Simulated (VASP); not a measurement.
Level of theory: PBE GGA, VASP's PBE PAW potentials (set 64) (plane waves; VASP).

VASP ran on this input.

INCAR:
```
SYSTEM = CdF2
PREC = Accurate
ENCUT = 520
EDIFF = 1E-6
NELM = 100
ALGO = Normal
LREAL = .FALSE.
LASPH = .TRUE.
ISMEAR = 0
SIGMA = 0.05
GGA = PE
LMAXMIX = 4
LWAVE = .FALSE.
LCHARG = .FALSE.
IBRION = 2
ISIF = 3
NSW = 60
EDIFFG = -0.01
```

File POSCAR:
```
CdF2
1
    0.0000000000     2.6950000000     2.6950000000
    2.6950000000     0.0000000000     2.6950000000
    2.6950000000     2.6950000000     0.0000000000
Cd F
1 2
Direct
  0.0000000000   0.0000000000   0.0000000000
  0.2500000000   0.2500000000   0.2500000000
  0.7500000000   0.7500000000   0.7500000000
```

### KPOINTS
```
Automatic
0
gamma
 8 8 8
0 0 0
```

POTCAR, in this order: Cd F (PBE.64 set). Program: vasp_std.

Output

### OSZICAR
```
       N       E                     dE             d eps       ncg     rms          rms(c)
DAV:   1     0.208635037318E+03    0.20864E+03   -0.15851E+04   994   0.156E+03
DAV:   2    -0.384302647564E+01   -0.21248E+03   -0.20499E+03  1138   0.390E+02
DAV:   3    -0.125273340695E+02   -0.86843E+01   -0.86653E+01  1074   0.891E+01
DAV:   4    -0.125693358171E+02   -0.42002E-01   -0.41996E-01  1139   0.614E+00
DAV:   5    -0.125694870717E+02   -0.15125E-03   -0.15124E-03  1062   0.326E-01    0.105E+01
DAV:   6    -0.108352379913E+02    0.17342E+01   -0.52319E+00  1290   0.439E+01    0.763E+00
DAV:   7    -0.108756111998E+02   -0.40373E-01   -0.84844E-01   991   0.980E+00    0.441E+00
DAV:   8    -0.108688960595E+02    0.67151E-02   -0.14925E-01  1055   0.401E+00    0.710E-01
DAV:   9    -0.108604346777E+02    0.84614E-02   -0.39037E-02  1248   0.254E+00    0.888E-02
DAV:  10    -0.108610102091E+02   -0.57553E-03   -0.30723E-03   998   0.683E-01    0.114E-01
DAV:  11    -0.108610893078E+02   -0.79099E-04   -0.12071E-04  1100   0.140E-01    0.400E-02
DAV:  12    -0.108611179940E+02   -0.28686E-04   -0.55995E-05   996   0.706E-02    0.172E-02
DAV:  13    -0.108611197029E+02   -0.17089E-05   -0.45987E-06  1089   0.189E-02    0.415E-03
DAV:  14    -0.108611196527E+02    0.50199E-07   -0.67211E-07   754   0.125E-02
   1 F= -.10861120E+02 E0= -.10861120E+02  d E =-.108611E+02
       N       E                     dE             d eps       ncg     rms          rms(c)
DAV:   1    -0.122740133721E+02   -0.14129E+01   -0.29696E+01   998   0.668E+01    0.967E+00
DAV:   2    -0.110086720882E+02    0.12653E+01   -0.47010E+00   994   0.212E+01    0.225E+00
DAV:   3    -0.109152356948E+02    0.93436E-01   -0.21609E-01   995   0.769E+00    0.250E+00
DAV:   4    -0.109006527554E+02    0.14583E-01   -0.26382E-02   992   0.205E+00    0.169E+00
DAV:   5    -0.108966690956E+02    0.39837E-02   -0.48039E-03  1032   0.772E-01    0.781E-02
DAV:   6    -0.108965116298E+02    0.15747E-03   -0.60430E-04  1165   0.424E-01    0.400E-02
DAV:   7    -0.108965310994E+02   -0.19470E-04   -0.10716E-04  1029   0.117E-01    0.190E-02
DAV:   8    -0.108965314793E+02   -0.37990E-06   -0.15994E-05  1081   0.574E-02    0.469E-03
DAV:   9    -0.108965317504E+02   -0.27110E-06   -0.33134E-07   742   0.734E-03
   2 F= -.10896532E+02 E0= -.10896532E+02  d E =-.354121E-01
       N       E                     dE             d eps       ncg     rms          rms(c)
DAV:   1    -0.109827092850E+02   -0.86178E-01   -0.17412E+00   999   0.157E+01    0.222E+00
DAV:   2    -0.109064231116E+02    0.76286E-01   -0.29509E-01  1003   0.517E+00    0.471E-01
DAV:   3    -0.109010885174E+02    0.53346E-02   -0.13341E-02   995   0.224E+00    0.476E-01
DAV:   4    -0.109003457650E+02    0.74275E-03   -0.20103E-03   996   0.550E-01    0.335E-01
DAV:   5    -0.109001902367E+02    0.15553E-03   -0.44769E-04  1035   0.265E-01    0.496E-02
DAV:   6    -0.109001670732E+02    0.23164E-04   -0.10420E-04  1190   0.186E-01    0.764E-03
DAV:   7    -0.109001696360E+02   -0.25629E-05   -0.82311E-06  1017   0.287E-02    0.512E-03
DAV:   8    -0.109001701835E+02   -0.54743E-06   -0.10536E-06   787   0.170E-02
   3 F= -.10900170E+02 E0= -.10900170E+02  d E =-.390505E-01
```

**OUTCAR**
```
------------------------ aborting loop because EDIFF is reached ----------------------------------------
  FORCE on cell =-STRESS in cart. coord.  units (eV):
  Direction    XX          YY          ZZ          XY          YZ          ZX
  --------------------------------------------------------------------------------------
  Total        0.0037678      0.0037678      0.0037678     -0.0000000     -0.0000000      0.0000000
  in kB        0.1461453      0.1461453      0.1461453     -0.0000000     -0.0000000      0.0000000
  external PRESSURE =       0.1461453 kB  Pullay stress =       0.0000000 kB
  volume of cell :       41.31
      direct lattice vectors                 reciprocal lattice vectors
     0.000000000  2.743653135  2.743653135    -0.182238780  0.182238780  0.182238780
     2.743653135  0.000000000  2.743653135     0.182238780 -0.182238780  0.182238780
     2.743653135  2.743653135  0.000000000     0.182238780  0.182238780 -0.182238780
 POSITION                                       TOTAL-FORCE (eV/Angst)
 -----------------------------------------------------------------------------------
      0.00000      0.00000      0.00000        -0.000000      0.000000     -0.000000
      1.37183      1.37183      1.37183        -0.000000     -0.000000      0.000000
      4.11548      4.11548      4.11548         0.000000      0.000000     -0.000000
 -----------------------------------------------------------------------------------
    total drift:                                0.000000      0.000000      0.000000
  FREE ENERGIE OF THE ION-ELECTRON SYSTEM (eV)
  ---------------------------------------------------
  free  energy   TOTEN  =       -10.9001701835 eV

  energy  without entropy=      -10.9001701835  energy(sigma->0) =      -10.90017018

 reached required accuracy - stopping structural energy minimisation
```
(Selected blocks of OUTCAR.)

CONTCAR:
```
CdF2
   1.00000000000000
     0.0000000000000000    2.7436531349158901    2.7436531349158901
     2.7436531349158901    0.0000000000000000    2.7436531349158901
     2.7436531349158901    2.7436531349158901    0.0000000000000000
  Cd              F
     1     2
Direct
     0.0000000000000000    0.0000000000000000    0.0000000000000000
     0.2500000000000000    0.2500000000000000    0.2500000000000000
     0.7500000000000000    0.7500000000000000    0.7500000000000000
```

File OUTCAR:
```
 val. band max:       -1.7069298782   @ k =  -0.2500   0.5000   0.2500

 cond. band min:       1.1679358712   @ k =   0.0000   0.0000   0.0000


 Fermi energy:        -1.4864811201

 k-point     1 :       0.0000    0.0000    0.0000
  band No.  band energies     occupation
      1     -22.2228      2.00000
      2     -21.2633      2.00000
      3      -7.1804      2.00000
      4      -7.1804      2.00000
      5      -7.1804      2.00000
      6      -6.1979      2.00000
      7      -6.1979      2.00000
      8      -2.5483      2.00000
      9      -2.5483      2.00000
     10      -2.5483      2.00000
     11      -2.2686      2.00000
     12      -2.2686      2.00000
     13      -2.2686      2.00000
     14       1.1679      0.00000
     15      10.7271      0.00000
     16      10.7271      0.00000
     17      10.7271      0.00000

 k-point     2 :       0.1250    0.0000    0.0000
  band No.  band energies     occupation
      1     -22.1792      2.00000
      2     -21.3000      2.00000
      3      -7.1297      2.00000
      4      -7.1297      2.00000
      5      -7.0376      2.00000
      6      -6.2110      2.00000
      7      -6.2110      2.00000
      8      -3.0211      2.00000
      9      -2.6672      2.00000
     10      -2.6672      2.00000
     11      -2.3370      2.00000
     12      -2.2351      2.00000
     13      -2.2351      2.00000
     14       1.7282      0.00000
     15      10.0212      0.00000
     16      10.9340      0.00000
     17      10.9340      0.00000

 k-point     3 :       0.2500    0.0000    0.0000
  band No.  band energies     occupation
      1     -22.0627      2.00000
      2     -21.4035      2.00000
      3      -7.0147      2.00000
      4      -7.0147      2.00000
      5      -6.6589      2.00000
      6      -6.2198      2.00000
      7      -6.2198      2.00000
      8      -3.7075      2.00000
      9      -2.9381      2.00000
     10      -2.9381      2.00000
     11      -2.7931      2.00000
...
```

Energy and stress use the plane-wave basis of the starting cell.

The compound is CdF2 in the fluorite structure. This run relaxes it. Symmetry was kept, so distortions that lower it aren't found.
